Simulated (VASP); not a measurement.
Given:

```
AlNi3
1.0
    3.55819     0.00000     0.00000
    0.00000     3.55819     0.00000
    0.00000     0.00000     3.55819
Al Ni
1 3
Direct
  0.00000   0.00000   0.00000
  0.00000   0.50000   0.50000
  0.50000   0.00000   0.50000
  0.50000   0.50000   0.00000
```

These are optB88-vdW, VASP's PBE PAW potentials (set 64) (plane waves; VASP) values and carry that method's errors. Run with 520 eV cut-off, 10×10×10 Γ-centred mesh, tetrahedra with Blöchl corrections, potentials Al Ni.

### Question
Predict the energy per atom (σ→0), band gap (on the k-mesh) with the smallest direct gap where there is one.

### Answer

```yaml
band gap (on the k-mesh): none (metal, semimetal or under 0.01 eV)
energy per atom (σ→0): -2.999 eV/atom
```

Total energies compare only between runs with the same potentials, cut-off and functional.

The compound is Ni3Al in the L1_2 structure. It was relaxed first. The run is not spin-polarised, so no magnetic state was tried. The electron count is odd and the run is not spin-polarised, which forces a metal.
